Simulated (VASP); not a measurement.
Computed with LDA (Ceperley-Alder, Perdew-Zunger), VASP's LDA PAW potentials (set 64) (plane waves; VASP).

VASP input:

### POSCAR
```
WSi2
1.0
 -1.5825828755   1.5825828755   3.8694156335
  1.5825828755  -1.5825828755   3.8694156335
  1.5825828755   1.5825828755  -3.8694156335
Si W
2 1
Cart
 -0.0000000000   0.0000000000   5.1516276739
  0.0000000000  -0.0000000000   2.5872035931
  0.0000000000   0.0000000000   0.0000000000
```

INCAR:
```
# general
SYSTEM  = WSi2
PREC    = Accurate
ENCUT   = 500
LREAL   = .FALSE.
LASPH   = .TRUE.

# electronic loop
EDIFF   = 1E-6
NELM    = 100
ALGO    = Normal
LMAXMIX = 6

# smearing
ISMEAR  = 1
SIGMA   = 0.1

# ions
IBRION  = 2
NSW     = 40
ISIF    = 3
EDIFFG  = -0.02
PSTRESS = 100

# output
LWAVE   = .FALSE.
LCHARG  = .FALSE.
```

KPOINTS:
```
Automatic mesh
0
Gamma
13 13 13
0 0 0
```

POTCAR, in this order: Si W_sv (LDA.64 set). Program: vasp_std.

What VASP printed:

### OSZICAR
```
       N       E                     dE             d eps       ncg     rms          rms(c)
DAV:   1     0.121688213920E+03    0.12169E+03   -0.10984E+04  5880   0.144E+03
DAV:   2    -0.242598495652E+02   -0.14595E+03   -0.14389E+03  6818   0.355E+02
DAV:   3    -0.281503359982E+02   -0.38905E+01   -0.38240E+01  7742   0.510E+01
DAV:   4    -0.281782072073E+02   -0.27871E-01   -0.27864E-01  6699   0.501E+00
DAV:   5    -0.281785550014E+02   -0.34779E-03   -0.34778E-03  8008   0.559E-01    0.277E+01
DAV:   6    -0.274644131238E+02    0.71414E+00   -0.37059E+00  7098   0.147E+01    0.101E+01
DAV:   7    -0.273672630170E+02    0.97150E-01   -0.23645E-01  6643   0.303E+00    0.465E+00
DAV:   8    -0.273447782029E+02    0.22485E-01   -0.39715E-02  7609   0.167E+00    0.280E-01
DAV:   9    -0.273442291710E+02    0.54903E-03   -0.11656E-03  7084   0.280E-01    0.157E-01
DAV:  10    -0.273440855134E+02    0.14366E-03   -0.28584E-04  7189   0.175E-01    0.373E-02
DAV:  11    -0.273440811999E+02    0.43135E-05   -0.28188E-05  7392   0.439E-02    0.162E-02
DAV:  12    -0.273440810895E+02    0.11038E-06   -0.10675E-06  4585   0.777E-03
   1 F= -.24924569E+02 E0= -.24924528E+02  d E =-.249246E+02
       N       E                     dE             d eps       ncg     rms          rms(c)
DAV:   1    -0.277491943178E+02   -0.40511E+00   -0.13732E+01  6692   0.471E+01    0.114E+01
DAV:   2    -0.272187801614E+02    0.53041E+00   -0.25285E+00  6608   0.149E+01    0.148E+00
DAV:   3    -0.271719684604E+02    0.46812E-01   -0.82908E-02  6510   0.251E+00    0.879E-01
DAV:   4    -0.271584824759E+02    0.13486E-01   -0.24739E-02  7112   0.156E+00    0.810E-01
DAV:   5    -0.271579982949E+02    0.48418E-03   -0.28183E-03  7371   0.555E-01    0.310E-01
DAV:   6    -0.271579187476E+02    0.79547E-04   -0.74533E-04  6699   0.180E-01    0.207E-02
DAV:   7    -0.271579163746E+02    0.23729E-05   -0.26869E-05  7196   0.431E-02    0.159E-02
DAV:   8    -0.271579161280E+02    0.24661E-06   -0.88901E-07  4606   0.719E-03
   2 F= -.24876976E+02 E0= -.24876934E+02  d E =0.475931E-01
       N       E                     dE             d eps       ncg     rms          rms(c)
DAV:   1    -0.276162642864E+02   -0.45835E+00   -0.70056E+00  6727   0.347E+01    0.767E+00
DAV:   2    -0.273446816297E+02    0.27158E+00   -0.16741E+00  6671   0.111E+01    0.989E-01
DAV:   3    -0.273194193307E+02    0.25262E-01   -0.71768E-02  6272   0.183E+00    0.549E-01
DAV:   4    -0.273127551300E+02    0.66642E-02   -0.13734E-02  7224   0.111E+00    0.446E-01
DAV:   5    -0.273125066184E+02    0.24851E-03   -0.21443E-03  7280   0.468E-01    0.282E-01
DAV:   6    -0.273124207143E+02    0.85904E-04   -0.72697E-04  6713   0.179E-01    0.109E-02
DAV:   7    -0.273124204780E+02    0.23633E-06   -0.15965E-05  7077   0.322E-02    0.104E-02
DAV:   8    -0.273124202525E+02    0.22549E-06   -0.77764E-07  4492   0.604E-03
   3 F= -.24935522E+02 E0= -.24935476E+02  d E =-.109528E-01
       N       E                     dE             d eps       ncg     rms          rms(c)
DAV:   1    -0.273115984897E+02    0.82199E-03   -0.53253E-04  6783   0.295E-01    0.667E-02
DAV:   2    -0.273115784900E+02    0.20000E-04   -0.11170E-04  6692   0.926E-02    0.879E-03
DAV:   3    -0.273115766592E+02    0.18308E-05   -0.41868E-06  6181   0.151E-02    0.507E-03
DAV:   4    -0.273115761324E+02    0.52679E-06   -0.93287E-07  3038   0.971E-03
   4 F= -.24935525E+02 E0= -.24935479E+02  d E =-.109558E-01
       N       E                     dE             d eps       ncg     rms          rms(c)
DAV:   1    -0.273111578862E+02    0.41877E-03   -0.12230E-02  6482   0.113E+00    0.101E-01
DAV:   2    -0.273109170550E+02    0.24083E-03   -0.50125E-04  7511   0.200E-01    0.512E-02
DAV:   3    -0.273108397766E+02    0.77278E-04   -0.18529E-04  7490   0.112E-01    0.204E-02
DAV:   4    -0.273108390915E+02    0.68516E-06   -0.11037E-05  6314   0.264E-02    0.659E-03
DAV:   5    -0.273108389903E+02    0.10120E-06   -0.33270E-07  3668   0.496E-03
   5 F= -.24935672E+02 E0= -.24935626E+02  d E =-.147266E-03
```

File OUTCAR:
```
------------------------ aborting loop because EDIFF is reached ----------------------------------------
  FORCE on cell =-STRESS in cart. coord.  units (eV):
  Direction    XX          YY          ZZ          XY          YZ          ZX
  --------------------------------------------------------------------------------------
  Total        2.4040819      2.4040819      2.3324702      0.0000000     -0.0000000      0.0000000
  in kB      101.2174032    101.2174032     98.2023872      0.0000000     -0.0000000      0.0000000
  external PRESSURE =       0.2123979 kB  Pullay stress =     100.0000000 kB
  volume of cell :       38.05
      direct lattice vectors                 reciprocal lattice vectors
    -1.572175108  1.572175108  3.848954863     0.000000000  0.318030732  0.129905395
     1.572175108 -1.572175108  3.848954863     0.318030732  0.000000000  0.129905395
     1.572175108  1.572175108 -3.848954863     0.318030732  0.318030732  0.000000000
 POSITION                                       TOTAL-FORCE (eV/Angst)
 -----------------------------------------------------------------------------------
      0.00000      0.00000      5.12667         0.000000      0.000000      0.000690
      0.00000      0.00000      2.57124        -0.000000     -0.000000     -0.000690
      0.00000      0.00000      0.00000        -0.000000     -0.000000     -0.000000
 -----------------------------------------------------------------------------------
    total drift:                                0.000000      0.000000     -0.000000
  FREE ENERGIE OF THE ION-ELECTRON SYSTEM (eV)
  ---------------------------------------------------
  free  energy   TOTEN  =       -27.3108389903 eV

  energy  without entropy=      -27.3106988951  energy(sigma->0) =      -27.31079229
  enthalpy is  TOTEN    =       -24.9356724922 eV   P V=        2.3751664981

 reached required accuracy - stopping structural energy minimisation
```
(Selected blocks of OUTCAR.)

CONTCAR:
```
WSi2
   1.00000000000000
    -1.5721751081035773    1.5721751081035773    3.8489548630328105
     1.5721751081035773   -1.5721751081035773    3.8489548630328105
     1.5721751081035773    1.5721751081035773   -3.8489548630328105
  Si              W
     2     1
Direct
     0.6659817237482221    0.6659817237482221    0.0000000000000000
     0.3340182762517780    0.3340182762517780    0.0000000000000000
     0.0000000000000000    0.0000000000000000    0.0000000000000000
```

The compound is WSi2 in the MoSi2 type structure. This run relaxes it under an external pressure of 10 GPa. Symmetry was kept, so distortions that lower it aren't found.
